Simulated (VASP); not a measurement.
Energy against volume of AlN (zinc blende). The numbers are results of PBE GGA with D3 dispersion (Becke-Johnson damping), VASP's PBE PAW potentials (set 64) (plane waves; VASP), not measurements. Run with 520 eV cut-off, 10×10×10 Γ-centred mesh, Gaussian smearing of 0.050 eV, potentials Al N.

```
V (Å³/atom)  E (eV/atom)
-----------  -----------
9.808           -7.66336
10.121          -7.68354
10.434          -7.68995
10.747          -7.68448
```

Task: Fit these four points and predict the energy of the run at 11.060 Å³/atom.

Result: A cubic in V^(−2/3), the third-order Birch-Murnaghan form, passes through the four points with V0 = 10.44 Å³/atom and B0 = 202 GPa, and gives -7.6687 eV/atom there. The run gave -7.6688 eV/atom, -0.0 meV/atom from the fit; all five points give B0 = 202 GPa.

The compound is AlN in the zinc blende structure, a metastable form; wurtzite is the usual one. It was relaxed first.
